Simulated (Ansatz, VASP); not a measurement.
# BN: VASP beside Ansatz, part 2 of 2

Wanted: the spread between two codes on one cell, functional and k mesh. The cell is taken from a series of runs on this material, whose earlier steps may have relaxed, scaled, displaced or heated it; both programs get it as it stands.

VASP 6.6.1 and Ansatz 0.2.0.

So far: Starting point; VASP: zone-centre phonons, PBE, pair 1.

## 3. Ansatz: zone-centre phonons, PBE, pair 1

Level of this step: Ansatz beside VASP: Kohn-Sham DFT, plane waves, PBE (Ansatz).

Ansatz runs on its default PAW (the set named soft_2) files.

The same cell, functional, mesh and smearing now go to Ansatz, which takes its cutoff from its data sets.

input.yaml reads:

```yaml
crystal:
  lattice:
    - [2.5121538151, 0.0, 0.0]
    - [-1.2560769076, 2.175589022, 0.0]
    - [0.0, 0.0, 8.4946775513]
  atoms:
    - { symbol: B, position: [0.3333333333, 0.6666666667, 0.25] }
    - { symbol: B, position: [0.6666666667, 0.3333333333, 0.75] }
    - { symbol: "N", position: [0.3333333333, 0.6666666667, 0.75] }
    - { symbol: "N", position: [0.6666666667, 0.3333333333, 0.25] }
total_charge: -0.16
kpoints:
  mp_grid: { grid: [15, 15, 4] }
hamiltonian:
  xc: pbe
scf:
  occupations: { method: fermi_dirac, width: 0.026 }
  n_extra_bands: 10
output:
  eigenvalues: true
phonons:
  method: dfpt
```

Launch:

```console
ansatz run input.yaml --threads 4 --pin off --max-ram 8192MiB --backend cpu --events-out ev --progress --plain --runs-dir out
```

Numbers of over 12 decimals in the logs are rounded to 6 here.

What it wrote:

```text
scf.n_extra_bands = 10 over 9 filled bands (N_el = 16.2): the run solves 19 bands
zone centre: on kpoints.mp_grid the ground state, and the responses unless they are solved on pairs of k-points, stand on 192 of the mesh's 900 k-points, reduced under 4 symmetry operations, with k and −k counted as one. Each operation leaves every solved displacement unchanged or reverses it
Engine: ansatz 0.2.0, aarch64-unknown-linux-gnu
Pseudopotentials: kind: paw
Pseudopotential: B, paw, valence charge 3, recommended cutoff 420 eV (normal), B.paw.azcp
Pseudopotential: N, paw, valence charge 5, recommended cutoff 420 eV (normal), N.paw.azcp
Functional definition: PBE
  parameter kappa = 0.804
  parameter beta = 0.066725
  exchange = pbe_x(kappa = kappa, mu = beta*pi^2/3)
  correlation = pbe_c(beta = beta)
Crystal: 4 atoms, lattice volume = 46.427 Å³
Basis set: ecut = 420 eV, 899 PW (Γ), exchange–correlation on 36×36×120 points (8 copies of the dense FFT grid, shifted against one another)
Bands: 19, of which v1, the nominal top of the filled ones, is band 8 counted from 1 (7 counted from 0)
Symmetry: 24 space group operations
k-points: 192 of 900 (irreducible under 4 space group operations, time reversal used)
Non-local potential: B, projectors of the file, l = 0: 2, l = 1: 2, l = 2: 1
Non-local potential: N, projectors of the file, l = 0: 2, l = 1: 2, l = 2: 1
PAW form: soft (Blöchl's): semilocal exchange-correlation on the pseudo side does not see the compensation charge
PAW one-centre angular grid: B, 110 points (default); XC on 64 Gauss nodes
PAW one-centre angular grid: N, 110 points (default); XC on 64 Gauss nodes
Initial density: superposition of atomic densities (neutral atoms scaled as one to the charged cell's electrons: chi_scale 0, normalization atom), corrected by the library's trained network
Initial wavefunctions: pseudopotential atomic-orbital guess
Functional: x = pbe(κ = 0.804, μ = 0.219515), c = pbe(β = 0.066725)
SCF iter   1: F=—  HF=-1083.797147 eV  |F-HF|=—  |Δ(HF+E_count)|=         —  Δρ=1.93e-2  dr2=1.99e-1  ethr=1.77e-3  ⟨swp⟩=6.9  Hψ=18935  notcnv=0  defer=149
preconditioner: auto → LDOS  [metal: Δε(μ)=0.047 eV  Ē_g=19.245 eV  σ=0.026 eV  W_gap=0.41  n_scr=6 (ndim 8)  ℏωp=21.9 eV  f_vac=0.246  D(μ)=1.06/eV (n_scr^D=4)  β→1.0]
SCF iter   2: F=—  HF=-1083.785011 eV  |F-HF|=—  |Δ(HF+E_count)|=   1.21e-2  Δρ=2.21e-2  dr2=1.67e-1  ethr=1.23e-3  ⟨swp⟩=2.4  Hψ=8135  notcnv=0  defer=653
SCF iter   3: F=—  HF=-1083.736501 eV  |F-HF|=—  |Δ(HF+E_count)|=   4.85e-2  Δρ=1.61e-3  dr2=2.62e-3  ethr=1.03e-3  ⟨swp⟩=2.5  Hψ=5825  notcnv=0  defer=653
SCF iter   4: F=—  HF=-1083.736596 eV  |F-HF|=—  |Δ(HF+E_count)|=   9.50e-5  Δρ=5.18e-4  dr2=2.37e-4  ethr=1.62e-5  ⟨swp⟩=2.8  Hψ=5794  notcnv=0  defer=653
SCF iter   5: F=—  HF=-1083.736672 eV  |F-HF|=—  |Δ(HF+E_count)|=   7.58e-5  Δρ=1.87e-4  dr2=1.36e-5  ethr=1.46e-6  ⟨swp⟩=2.8  Hψ=5557  notcnv=0  defer=653
SCF iter   6: F=—  HF=-1083.736680 eV  |F-HF|=—  |Δ(HF+E_count)|=   8.51e-6  Δρ=3.50e-5  dr2=4.80e-7  ethr=8.44e-8  ⟨swp⟩=2.6  Hψ=4510  notcnv=0  defer=653
SCF iter   7: F=—  HF=-1083.736682 eV  |F-HF|=—  |Δ(HF+E_count)|=   1.57e-6  Δρ=4.34e-6  dr2=5.69e-9  ethr=2.97e-9  ⟨swp⟩=2.2  Hψ=4956  notcnv=0  defer=653
SCF iter   8: F=—  HF=-1083.736682 eV  |F-HF|=—  |Δ(HF+E_count)|=   9.44e-9  Δρ=4.19e-7  dr2=7.02e-11  ethr=3.52e-11  ⟨swp⟩=2.2  Hψ=4613  notcnv=0  defer=653
SCF iter   9: F=-1083.736682 eV  HF=-1083.736682 eV  |F-HF|=2.73e-12  |Δ(HF+E_count)|=  2.60e-10  Δρ=8.43e-8  dr2=2.34e-12  ethr=1.00e-12  ⟨swp⟩=11.2  Hψ=17937  notcnv=0
SCF 1 converged in 9 iterations: F = -1083.736682 eV  dr2 = 2.34e-12
  greatest PAW one-centre occupation: 0.797 electrons in one spin orbital (limit 2), on the N atom at site 3 (counted from 0), in its partial waves of l = 0
DFPT response loops at Γ: preconditioner auto → none (partly filled bands, converged f_vac=0.208); β = 0.50; Broyden in place of MSR1
SCF converged after 9 iterations
Free energy (F): -1083.736682 eV
Harris-Foulkes:  -1083.736682 eV  (|F-HF|=2.73e-12)
Internal energy: -1083.733365 eV  (E = F + TS)
E sigma→0 (E₀):  -1083.735023 eV
Entropy (-TS):   -0.003317 eV (-0.829 meV/atom)
Fermi energy:    7.058466 eV
--- Per-component energies (eV) ---
  E_band       = -74.830589
  E_kinetic    = 367.973437
  E_local      = -981.269697  (includes V_loc(G=0)·N_el)
  E_nonlocal   = 115.603035
  E_hartree    = 349.213156
  E_xc         = -185.300001
  E_vxc        = -229.925639  (∫ρ·V_xc dr)
  E_paw        = -413.601426  (= ΣΔE_a)
  E_vpaw       = -45.638192  (= ΣTr[D̂ρ^β])
  E_aug_tail   = 0.000196  (compensation charges beyond the density's cutoff)
  E_ewald      = -336.352064
  E_smearing   = -0.003317  (= −TS)
  E_closure    = 0.000000  (closes the sum)
  E_deformation_potential = -1.691744  (in the stress; not in F)
  Σ components = -1083.736682   (vs F -1083.736682, Δ=0.00e0)
--- Band table (eV; the first three rows and the last of 192) ---
  k-point 0: bands = [... 4 lower, 1.0254, 1.0254, 1.0262, 1.0262, 6.5042, 9.7317, 12.1629, 13.9133, ... 7 higher]
  k-point 1: bands = [... 4 lower, 1.0251, 1.0251, 1.0259, 1.0259, 6.8363, 8.9493, 12.8572, 13.9153, ... 7 higher]
  k-point 2: bands = [... 4 lower, 1.0253, 1.0253, 1.0253, 1.0253, 7.7392, 7.7392, 13.8054, 13.8054, ... 7 higher]
  k-point 191: bands = [... 4 lower, -3.0103, -3.0103, 0.8476, 0.8476, 8.4112, 8.4112, 12.6174, 12.6174, ... 7 higher]
--- Phonons (Γ-DFPT): 4 representative perturbations + reference, on 192 of 900 k-points (Σ response iterations 13) ---
  k mesh reduced under 4 symmetry operations, with k and −k counted as one. Each operation leaves every solved displacement unchanged or reverses it
  ASR residual: 7.719e-5 → 0.000e0 eV/Å²; symmetrization residual: 4.201e-7 eV/Å²
  ASR residual per site (eV/Å²): 1.79e-5 1.79e-5 7.72e-5 7.72e-5
  Γ frequencies (cm⁻¹): -35.84 -35.84 -10.38 0.00 0.00 0.00 735.00 738.60 1213.85 1213.85 1229.87 1229.87
  non-analytic LO–TO correction: not included (Born effective charges unavailable; polar crystals: no LO–TO splitting at Γ)
```

The column dr2 measures how far the density is from self-consistency, as an energy; F and HF (Harris–Foulkes) agree once it is small.

## 4. Differences

Known differences besides the potentials themselves: the cutoff is 420 eV in Ansatz and 600 eV in VASP. Total energies have different zeros and are not compared.

Both answers:

```tsv
quantity	Ansatz	VASP	difference
optical mode 1 to 2 (imaginary, printed as negative) (cm⁻¹)	-35.8	-38.6	+2.8
optical mode 3 (imaginary, printed as negative) (cm⁻¹)	-10.4	-17.1	+6.7
optical mode 4 (cm⁻¹)	735.0	736.4	-0.19 %
optical mode 5 (cm⁻¹)	738.6	740.1	-0.20 %
optical mode 6 to 7 (cm⁻¹)	1213.8	1208.9	+0.41 %
optical mode 8 to 9 (cm⁻¹)	1229.9	1224.9	+0.40 %
```

Modes are paired by rising frequency, not by their patterns, so a pair may set unlike modes beside each other; they are those without the splitting of longitudinal modes. The cell carries a charge of -0.16 e against a uniform background, so its pressure also hangs on how the neutralising background is counted, and in a defect's cell a gap may be the spacing between its levels.

## 5. VASP: zone-centre phonons, PBE, pair 2

Second derivatives magnify differences that forces hide, and they need a tight electronic threshold.

INCAR reads:

```
SYSTEM = BN
PREC = Accurate
ENCUT = 600
EDIFF = 1E-08
NELM = 120
ISMEAR = -1
SIGMA = 0.026
LREAL = .FALSE.
ALGO = Normal
GGA = PE
NELECT = 16.4
NBANDS = 14
LORBIT = 11
LWAVE = .FALSE.
LCHARG = .FALSE.
ISIF = 2
IBRION = 8
LASPH = .TRUE.
GGA_COMPAT = .FALSE.
KPAR = 2
```

POSCAR reads:

```
BN
1.0
    2.5121538151      0.0000000000      0.0000000000
   -1.2560769076      2.1755890220      0.0000000000
    0.0000000000      0.0000000000      8.4946775513
B N
2 2
Direct
    0.3333333333      0.6666666667      0.2500000000
    0.6666666667      0.3333333333      0.7500000000
    0.3333333333      0.6666666667      0.7500000000
    0.6666666667      0.3333333333      0.2500000000
```

KPOINTS reads:

```
Automatic mesh
0
Gamma
15 15 4
0 0 0
```

The projector-augmented-wave data sets are B and N (PBE family, release 64).

Launch:

```console
mpirun -np 2 vasp_std
```

What it wrote:

```text
[... set-up lines as in an earlier step ...]
 entering main loop
       N       E                     dE             d eps       ncg     rms          rms(c)
DAV:   1     0.795507043133E+02    0.79551E+02   -0.85464E+03  2276   0.116E+03
DAV:   2    -0.314708973434E+02   -0.11102E+03   -0.99514E+02  3170   0.266E+02
DAV:   3    -0.373533389824E+02   -0.58824E+01   -0.58189E+01  3006   0.629E+01
DAV:   4    -0.374223581018E+02   -0.69019E-01   -0.68984E-01  2682   0.724E+00
DAV:   5    -0.374234500861E+02   -0.10920E-02   -0.10917E-02  3000   0.895E-01BRMIX: very serious problems
 the old and the new charge density differ
 old charge density:    16.00000 new   16.40000
BRMIX: very serious problems
 the old and the new charge density differ
 old charge density:    16.00000 new   16.40000
    0.111E+01
DAV:   6    -0.336197758292E+02    0.38037E+01   -0.71526E+00  2826   0.216E+01    0.496E+00
DAV:   7    -0.332464752357E+02    0.37330E+00   -0.77179E-01  2724   0.654E+00    0.308E+00
DAV:   8    -0.331669766556E+02    0.79499E-01   -0.28597E-01  2832   0.365E+00    0.561E-01
[...]
RMM:  15    -0.238468618725E+00    0.26182E-08   -0.55293E-05 10355   0.243E-04    0.159E-07
RMM:  16    -0.238468617890E+00    0.83549E-09   -0.55331E-05  8523   0.243E-04    0.302E-07
RMM:  17    -0.238468617891E+00   -0.11895E-11   -0.55298E-05  7316   0.243E-04    0.859E-08
 first order change of Fermi-energy   0.18899E-04
 force on displaced ion       3 direction 1 : -23.897   0.012   0.000
 Linear response progress:
  Degree of freedom:   4/  4
       N       E                     dE             d eps       ncg     rms          rms(c)
RMM:   1    -0.271152104662E+00   -0.27115E+00    0.18687E-01  5108   0.308E+00
RMM:   2    -0.272346926796E+00   -0.11948E-02   -0.30827E-03  4391   0.367E-01    0.185E-01
RMM:   3    -0.272892431902E+00   -0.54551E-03   -0.13896E-03  4544   0.224E-01    0.839E-02
RMM:   4    -0.273976766303E+00   -0.10843E-02   -0.54389E-04  4487   0.136E-01    0.219E-02
[...]
RMM:  14    -0.274154706158E+00    0.69278E-08   -0.23235E-07  4835   0.220E-04    0.335E-07
RMM:  15    -0.274154704938E+00    0.12200E-08   -0.22761E-07  3523   0.219E-04    0.180E-07
RMM:  16    -0.274154706758E+00   -0.18197E-08   -0.22729E-07  3225   0.219E-04    0.654E-08
 first order change of Fermi-energy   0.88275E-05
 force on displaced ion       3 direction 3 :   0.000  -0.000  -9.923
 Linear response finished
```

From OUTCAR (step 5):

```text
  Total        2.9881719      2.9881719      2.5978611     -0.0000000      0.0000000     -0.0000000
  in kB      103.1207751    103.1207751     89.6512848     -0.0000000      0.0000000     -0.0000000
  external PRESSURE =      98.6309450 kB  Pullay stress =       0.0000000 kB

 POSITION                                       TOTAL-FORCE (eV/Angst)
 -----------------------------------------------------------------------------------
     -0.00000      1.45039      2.12367        -0.000000     -0.000000      0.000000
      1.25608      0.72520      6.37101         0.000000      0.000000      0.000000
     -0.00000      1.45039      6.37101         0.000000     -0.000000      0.000000
      1.25608      0.72520      2.12367        -0.000000      0.000000      0.000000
 -----------------------------------------------------------------------------------
    total drift:                               -0.000000      0.000000      0.000000

[... 2 parts as in an earlier step ...]
```

## 6. Ansatz: zone-centre phonons, PBE, pair 2

The same cell, functional, mesh and smearing now go to Ansatz, which takes its cutoff from its data sets.

The cell is taken from a series of runs on this material, whose earlier steps may have relaxed, scaled, displaced or heated it; both programs get it as it stands.

Changes to input.yaml since step 3:

```diff
@@ -10,3 +10,3 @@
     - { symbol: "N", position: [0.6666666667, 0.3333333333, 0.25] }
-total_charge: -0.16
+total_charge: -0.4
 kpoints:
```

Launch:

```console
ansatz run input.yaml --threads 4 --pin off --max-ram 8192MiB --backend cpu --events-out ev --progress --plain --runs-dir out
```

What it wrote:

```text
[...]
Crystal: 4 atoms, lattice volume = 46.427 Å³
Basis set: ecut = 420 eV, 899 PW (Γ), exchange–correlation on 36×36×120 points (8 copies of the dense FFT grid, shifted against one another)
Bands: 19, of which v1, the nominal top of the filled ones, is band 8 counted from 1 (7 counted from 0)
Symmetry: 24 space group operations
k-points: 192 of 900 (irreducible under 4 space group operations, time reversal used)
[...]
k-point 1: bands = [... 4 lower, 1.0198, 1.0198, 1.0207, 1.0207, 6.4747, 8.6023, 12.7235, 13.9233, ... 7 higher]
  k-point 2: bands = [... 4 lower, 1.0200, 1.0200, 1.0200, 1.0200, 7.3898, 7.3898, 13.6987, 13.6987, ... 7 higher]
  k-point 191: bands = [... 4 lower, -3.0176, -3.0176, 0.7943, 0.7943, 8.3432, 8.3432, 12.3155, 12.3155, ... 7 higher]
[...]
ASR residual: 5.559e-5 → 0.000e0 eV/Å²; symmetrization residual: 4.704e-7 eV/Å²
  ASR residual per site (eV/Å²): 5.56e-5 5.56e-5 1.66e-5 1.66e-5
[...]
[key lines of the parts left out:]
SCF converged after 10 iterations
Free energy (F): -1082.037077 eV
Fermi energy:    7.081387 eV
```

## 7. Differences

The two programs side by side:

```tsv
quantity	Ansatz	VASP	difference
optical mode 1 to 2 (imaginary, printed as negative) (cm⁻¹)	-50.5	-57.0	+6.5
optical mode 3 (imaginary, printed as negative) (cm⁻¹)	-49.4	-52.0	+2.6
optical mode 4 (cm⁻¹)	662.8	664.7	-0.28 %
optical mode 5 (cm⁻¹)	677.5	679.2	-0.25 %
optical mode 6 to 7 (cm⁻¹)	969.7	975.8	-0.63 %
optical mode 8 to 9 (cm⁻¹)	1061.6	1062.1	-0.04 %
```

Modes are paired by rising frequency, not by their patterns, so a pair may set unlike modes beside each other; they are those without the splitting of longitudinal modes. The cell carries a charge of -0.4 e against a uniform background, so its pressure also hangs on how the neutralising background is counted, and in a defect's cell a gap may be the spacing between its levels.

## 8. Results

```json
{
  "r.m.s. difference of the optical zone-centre modes, each program's sorted by frequency (zone-centre phonons, PBE, pair 1)": "4.3 cm⁻¹",
  "r.m.s. difference of the optical zone-centre modes, each program's sorted by frequency (zone-centre phonons, PBE, pair 2)": "4.4 cm⁻¹",
  "difference in optical mode 6 to 7 (zone-centre phonons, PBE, pair 2)": "-0.6 %"
}
```

In words: The r.m.s. difference of the optical zone-centre modes, each program's sorted by frequency is 4.3 cm⁻¹ (zone-centre phonons, PBE, pair 1). What causes the difference of the zone-centre phonons, PBE, pair 1 pair stays open here. Among the rows given in per cent, the largest difference of the zone-centre phonons, PBE, pair 2 pair is in optical mode 6 to 7, -0.6 %. Such differences can come from data sets, numerical settings and the points named under the comparisons, not from the functional's error against experiment.

[Lines on the potential files, build, host, timing and source positions are cut from VASP's logs without a mark.]

[Logs are printed without paths, hosts, clocks, repeated set-up lines and the standing remarks that a program may print on its own settings, such as how far it seeks lower states.]

[Hosts, paths, dates, database ids (printed as entryN), source tags and the programs' standing remarks are cut or masked in the printed files.]
